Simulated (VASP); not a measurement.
The input files of a VASP run:

INCAR:
```
# general
SYSTEM   =  MnSi
PREC     =  Accurate
ENCUT    =  500   # plane-wave cut-off (eV)
LREAL    =  .FALSE.
LASPH    =  .TRUE.   # aspherical one-centre terms

# electronic loop
EDIFF    =  1E-6
NELM     =  100
ALGO     =  Normal
LMAXMIX  =  4

# smearing
ISMEAR   =  1   # Methfessel-Paxton
SIGMA    =  0.1

# functional
GGA      =  PS   # PBEsol

# spin
ISPIN    =  2
MAGMOM   =  4*0.9 4*-0.0

# ions
IBRION   =  2
NSW      =  40
ISIF     =  3   # ions, shape and volume
EDIFFG   =  -0.02

# output
LWAVE    =  .FALSE.
LCHARG   =  .FALSE.
LORBIT   =  10
```

**KPOINTS**
```
K-points
0
Gamma
  7 7 7
0 0 0
```

POSCAR:
```
MnSi
1.0
  4.4724212850   0.0000000000   0.0000000000
  0.0000000000   4.4724212850   0.0000000000
  0.0000000000   0.0000000000   4.4724212850
Mn Si
4 4
direct
  0.8627217045   0.6372782955   0.3627217045
  0.3627217045   0.8627217045   0.6372782955
  0.1372782955   0.1372782955   0.1372782955
  0.6372782955   0.3627217045   0.8627217045
  0.1545393928   0.3454606072   0.6545393928
  0.6545393928   0.1545393928   0.3454606072
  0.8454606072   0.8454606072   0.8454606072
  0.3454606072   0.6545393928   0.1545393928
```

POTCAR, in this order: Mn_pv Si (PBE.64 set). Program: vasp_std.

### Question
Write an equivalent input for Quantum ESPRESSO's pw.x.

### Answer
One equivalent input (not run):
```
&CONTROL
  calculation = 'vc-relax'
  pseudo_dir = './pseudo'
  outdir = './out'
  tprnfor = .true.
  tstress = .true.
  nstep = 40
  forc_conv_thr = 0.00078
/
&SYSTEM
  ibrav = 0
  nat = 8
  ntyp = 2
  ecutwfc = 96
  occupations = 'smearing'
  smearing = 'methfessel-paxton'
  degauss = 0.00735
  input_dft = 'pbesol'
  nspin = 2
  starting_magnetization(1) = 0.09
/
&ELECTRONS
  conv_thr = 7.3e-08
  electron_maxstep = 100
/
&IONS
/
&CELL
/
ATOMIC_SPECIES
  Mn 54.938 Mn.upf
  Si 28.085 Si.upf
CELL_PARAMETERS angstrom
     4.4724213   -0.0000000    0.0000000
     0.0000000    4.4724213   -0.0000000
     0.0000000   -0.0000000    4.4724213
ATOMIC_POSITIONS crystal
  Mn   0.8627217  0.6372783  0.3627217
  Mn   0.3627217  0.8627217  0.6372783
  Mn   0.1372783  0.1372783  0.1372783
  Mn   0.6372783  0.3627217  0.8627217
  Si   0.1545394  0.3454606  0.6545394
  Si   0.6545394  0.1545394  0.3454606
  Si   0.8454606  0.8454606  0.8454606
  Si   0.3454606  0.6545394  0.1545394
K_POINTS automatic
  7 7 7 0 0 0
```
Limits of the translation: the potentials are each code's own (VASP's PAW set, PseudoDojo norm-conserving files in pw.x), so ENCUT and ecutwfc are chosen apart and not converted; conv_thr bounds pw.x's estimated SCF error, while EDIFF bounds the energy change between steps; starting_magnetization is a fraction of the valence charge and MAGMOM a moment in μB, so they match only roughly; forc_conv_thr acts on force components and is met together with etot_conv_thr.

The compound is MnSi in the B20 structure. It was relaxed first, which changed the volume by -6 %.
